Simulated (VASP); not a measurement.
## BPd4: band structure with AM05

BPd4:

```
Pd B
1.0
     2.89203    0.00000    0.00000
     0.00000    4.36501    0.00000
     0.00000    0.00000    5.85632
Pd B
4 1
Direct
  0.50000 0.00000 0.19758
  0.00000 0.00000 0.61947
  0.00000 0.50000 0.32916
  0.50000 0.50000 0.86756
  0.50000 0.00000 0.86323
```

The cell comes from a database or a generator and needn't be the stable form of this composition.

```json
{"Program": "VASP 6.6.1", "Task": "band structure", "Functional": "AM05", "Potentials or basis": "VASP PAW PBE potentials, release 64 (Pd, B)", "Cutoff": "520 eV", "k mesh": "7 × 5 × 4", "Occupations": "fermi-dirac, width 0.05 eV", "Spin": "no spin polarisation", "Further INCAR settings": "ALGO = Fast; EDIFF = 1e-06; NBANDS = 30"}
```

The pressure is -8.8 GPa and the largest force is 0.157 eV/Å. The band gap along the path is none (metal or under the smearing width).

Forces in eV/Å, atoms in the order of the input:
```
Pd   0.000  0.000 -0.157
Pd   0.000  0.000  0.036
Pd   0.000  0.000 -0.032
Pd   0.000  0.000  0.139
B    0.000  0.000  0.014
```

Stress tensor (GPa, compression positive):
```
-8.86  0.00  0.00
 0.00 -9.01  0.00
 0.00  0.00 -8.50
```

Levels at the corners of the path, in eV from the Fermi level:
```tsv
point	band 19	band 20	band 21	band 22	band 23	band 24
Γ	-1.19	-0.83	-0.53	-0.32	0.06	0.41
X	-0.60	-0.31	0.41	0.44	1.76	2.52
X	-0.60	-0.31	0.41	0.44	1.76	2.52
S	-0.37	-0.06	0.77	1.45	2.31	2.36
S	-0.37	-0.06	0.77	1.45	2.31	2.36
Y	-0.99	-0.86	-0.86	-0.77	-0.44	1.34
Y	-0.99	-0.86	-0.86	-0.77	-0.44	1.34
Γ	-1.19	-0.83	-0.53	-0.32	0.06	0.41
Γ	-1.19	-0.83	-0.53	-0.32	0.06	0.41
Z	-1.23	-1.08	-0.82	0.05	1.60	1.90
Z	-1.23	-1.08	-0.82	0.05	1.60	1.90
U	-0.58	-0.30	0.00	0.54	1.54	2.39
U	-0.58	-0.30	0.00	0.54	1.54	2.39
R	-0.61	-0.18	-0.17	1.01	2.16	2.35
R	-0.61	-0.18	-0.17	1.01	2.16	2.35
T	-0.94	-0.88	-0.85	-0.45	-0.44	-0.13
T	-0.94	-0.88	-0.85	-0.45	-0.44	-0.13
Z	-1.23	-1.08	-0.82	0.05	1.60	1.90
Y	-0.99	-0.86	-0.86	-0.77	-0.44	1.34
T	-0.94	-0.88	-0.85	-0.45	-0.44	-0.13
U	-0.58	-0.30	0.00	0.54	1.54	2.39
X	-0.60	-0.31	0.41	0.44	1.76	2.52
S	-0.37	-0.06	0.77	1.45	2.31	2.36
R	-0.61	-0.18	-0.17	1.01	2.16	2.35
```

It took 2.9 min on 1 thread of Intel(R) Xeon(R) Platinum 8488C (Sapphire Rapids), with other jobs on the host, peak memory 0.26 GiB.

Caveat: the PAW data sets were made with another functional, which shifts forces and pressure a little.
